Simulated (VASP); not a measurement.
An input for Ansatz (written as the equivalent of a VASP run, and not itself run):

Ansatz 0.2 input:
```yaml
crystal:
  lattice:
    - [0.0000000, 3.6430580, 3.6430580]
    - [3.6430580, 0.0000000, 3.6430580]
    - [3.6430580, 3.6430580, 0.0000000]
  atoms:
    - { symbol: Hg, position: [0.2500000, 0.2500000, 0.2500000] }
    - { symbol: Hg, position: [0.7500000, 0.7500000, 0.7500000] }
    - { symbol: Hg, position: [0.5000000, 0.5000000, 0.5000000] }
    - { symbol: Sb, position: [0.0000000, 1.0000000, 0.0000000] }
kpoints:
  mp_grid: { grid: [7, 7, 7] }
hamiltonian:
  xc: pbesol
  pseudopotentials: { kind: paw }
scf:
  occupations: { method: methfessel_paxton, width: 0.1 }
  max_iter: 100
relax:
  max_steps: 60
  f_tol: 0.02
  cell: {}
output: { forces: true, stress: true, eigenvalues: true }
```

Q: Write the VASP files for the same calculation (PBEsol).

A: This is not unique; one that fits is 
**INCAR**
```
GGA = PS
SYSTEM = Hg3Sb
ISMEAR = 1   # Methfessel-Paxton
ALGO = Normal   # blocked Davidson
EDIFFG = -0.02   # ionic stop
EDIFF = 1E-6   # SCF stop (eV)
LCHARG = F
SIGMA = 0.1   # width (eV)
LWAVE = F
LASPH = T
ISIF = 3   # ions, shape and volume
IBRION = 2   # conjugate gradients
ENCUT = 400   # plane-wave cut-off (eV)
LMAXMIX = 6
PREC = Accurate
NELM = 100
NSW = 60   # most ionic steps
LREAL = F   # projection in real space or not
```

KPOINTS:
```
Automatic
0
G
7 7 7
0 0 0
```

POSCAR:
```
Hg3Sb
1
    0.0000000000     3.6430580250     3.6430580250
    3.6430580250     0.0000000000     3.6430580250
    3.6430580250     3.6430580250     0.0000000000
Hg Sb
3 1
Direct
  0.2500000000   0.2500000000   0.2500000000
  0.7500000000   0.7500000000   0.7500000000
  0.5000000000   0.5000000000   0.5000000000
  0.0000000000   1.0000000000   0.0000000000
```

POTCAR, in this order: Hg Sb (PBE.64 set). Program: vasp_std.

What does not carry over: each code has its own PAW files, so the cut-off isn't converted (ENCUT is set for VASP's; basis.ecutwfc is left out, and Ansatz then takes the one that its files recommend); Ansatz stops its SCF on the density residual and VASP on the energy change (EDIFF).

The structure comes from a computed database's Hg3Sb entry (Fm-3m); how it stands against other phases isn't given here. It was relaxed first, which changed the volume by -9 %. The start is the result of an earlier pass.
